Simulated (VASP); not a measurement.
A cell of W (bcc) near equilibrium:

```yaml
crystal:
  lattice:
    - [-1.57857, 1.57857, 1.57857]
    - [1.57857, -1.57857, 1.57857]
    - [1.57857, 1.57857, -1.57857]
  atoms:
    - { symbol: W, position: [0.00000, 0.00000, 0.00000] }
```

Level of theory: PBEsol GGA, VASP's PBE PAW potentials (set 64) (plane waves; VASP).

| run | ΔE (meV/atom) | σxx | σyy | σzz | largest shear component, with its sign (GPa) | largest force (eV/Å) |
|---|---|---|---|---|---|---|
| as it is | 0.0 | -0.66 | -0.66 | -0.66 | 0.00 | 0.000 |
| after one change | 33.2 | -13.69 | -13.69 | -13.69 | 0.00 | 0.000 |
Stress is in GPa, positive when the cell is compressed.

**Question.** Name the change that produced these shifts.
(A) biaxial strain of -0.5 % in the xy plane
(B) biaxial strain of -4.0 % in the xz plane
(C) uniaxial strain of -1.0 % along z
(D) isotropic strain of +1.5 %

**Answer.** D, isotropic strain of +1.5 %

The compound is W in the bcc structure.
